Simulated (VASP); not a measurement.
# Mg under a change of volume

Wanted: the elastic response of Mg to a change of volume, with a fit that predicts a row left out.

Calculated with VASP 6.6.1; r2SCAN; plane waves and PAW (Mg), in the first sound run; inputs show where later runs differ.

Report form: the programs' logs are mostly left out.

## Step 1: The starting structure

It takes space group P6_3/mmc (No. 194, hexagonal). The conventional cell has a = 3.210 Å, b = 3.210 Å, c = 5.213 Å, α = 90.00°, β = 90.00°, γ = 120.00°. Nearest to Mg lie 12 Mg at 3.20 to 3.21 Å.

## Step 2: Relax the crystal, r2SCAN

The series starts from the cell that this level prefers, so that zero strain is near zero stress.

This step took 2 runs in a row; the last is shown.

Level: r2SCAN; plane waves and PAW (Mg).

The input, INCAR:

```
SYSTEM = Mg
PREC = Accurate
ENCUT = 450
EDIFF = 1E-07
NELM = 120
ISMEAR = 1
SIGMA = 0.15
LREAL = .FALSE.
ALGO = Normal
METAGGA = R2SCAN
LASPH = .TRUE.
NBANDS = 8
LORBIT = 11
LWAVE = .FALSE.
LCHARG = .FALSE.
KPAR = 8
IBRION = 2
NSW = 40
ISIF = 3
EDIFFG = -0.005
POTIM = 0.4
```

The input, POSCAR:

```
Mg
1.0
    3.1711919262      0.0000000000      0.0000000000
   -1.5855959631      2.7463327683      0.0000000000
    0.0000000000      0.0000000000      5.1481557338
Mg
2
Direct
    0.0000000000      0.0000000000      0.0000000000
    0.3333333333      0.6666666667      0.5000000000
```

The input, KPOINTS:

```
Automatic mesh
0
Gamma
21 21 11
0 0 0
```

PAW data sets: Mg (PBE family, release 64).

Started as:

```
mpirun -np 8 vasp_std
```

Run time: 23 s. Hardware: 8 MPI ranks of Intel Xeon 6975P-C (Granite Rapids), shared host; peak memory 1.7 GiB; 3 min of CPU time.

Numbers from this step:

| Item | Value |
| --- | --- |
| energy(sigma→0) of the program | -8.2974 eV |
| stress, compression positive | xx, yy, zz 0.02, 0.02, -0.03 GPa |
| volume | 44.836 Å³ |
| ionic steps | 1 |

## Step 3: Relax at fixed volume, r2SCAN

One member in full: the volume is scaled by 1.01, and shape and atoms relax at that volume.

Level: r2SCAN; plane waves and PAW (Mg).

Changes to INCAR since step 2:

```diff
@@ -15,7 +15,7 @@
 LCHARG = .FALSE.
-KPAR = 8
+KPAR = 2
 IBRION = 2
 NSW = 40
-ISIF = 3
-EDIFFG = -0.005
+ISIF = 4
+EDIFFG = -0.004
 POTIM = 0.4
```

The input, POSCAR:

```
Mg
1.0
    3.1817275249      0.0000000000      0.0000000000
   -1.5908637625      2.7554568645      0.0000000000
    0.0000000000      0.0000000000      5.1652593669
Mg
2
Direct
    0.0000000000      0.0000000000      0.0000000000
    0.3333333333      0.6666666667      0.5000000000
```

KPOINTS is that of step 2.

Started as:

```
mpirun -np 2 vasp_std
```

Wall time 56 s (2 MPI ranks); peak memory 0.42 GiB.

Numbers from this step:

| Property | Result |
| --- | --- |
| energy(sigma→0) of the program | -8.2969 eV |
| stress, compression positive | xx, yy, zz -0.38, -0.38, -0.42 GPa |
| ionic steps | 1 |

## Step 4: The whole series

The other members went through these steps as far as the tables show, with the same cutoff and, step by step, the same mesh; 9 runs are not shown. The session took 0.44 core hours (wall time by ranks) on a shared machine.

```
volume over the relaxed volume  volume (Å³/atom)  pressure (GPa)  energy above the unstrained row, extrapolated to no smearing (meV/atom)
                         0.940            21.073           2.822                                                                   11.262
                         0.960            21.521           1.788                                                                    4.839
                         0.980            21.970           0.851                                                                    1.171
                         0.990            22.194           0.416                                                                    0.288
                             1            22.418           0.002                                                                    0.000
                         1.010            22.642          -0.393                                                                    0.276
                         1.020            22.866          -0.768                                                                    1.091
                         1.040            23.315               ?                                                                        ?
                         1.060            23.763          -2.100                                                                    9.237
```

## Step 5: A fit to the known rows

Fitting a cubic to the 8 known rows (u: logarithm of the volume ratio) gives pressure = − 73.66 u³ + 78.94 u² − 40.41 u + 0.001771 in GPa; the residuals are 6.9e-5 GPa r.m.s.

For the withheld row, u = 0.03922, the fit gives -1.466 GPa.

## Step 6: The withheld row

The calculation gives -1.467 GPa, so the prediction is 0.001 GPa too high.

A cubic of the pressure in ln(V/V₀) through all rows has the slope −B at V₀: B = 40 GPa, and its curvature gives B′ = 3.9.

## Step 7: What came out

| Item | Value |
| --- | --- |
| error of the predicted pressure | 0.001 GPa |
| bulk modulus | 40 GPa |

What this shows: These are static values: temperature and zero-point motion are left out. In a metal the slopes also depend on mesh and smearing, which were held through the series.

[Lines on the potential files, build, host, timing and source positions are cut from VASP's logs without a mark.]

[Logs are printed without paths, hosts, clocks, repeated set-up lines and the standing remarks that a program may print on its own settings, such as how far it seeks lower states.]

[Hosts, paths, dates, database ids (printed as entryN), source tags and the programs' standing remarks are cut or masked in the printed files.]

[In band tables of VASP the shares of atoms and orbitals are scaled to a sum of 1 inside the atoms' spheres.]
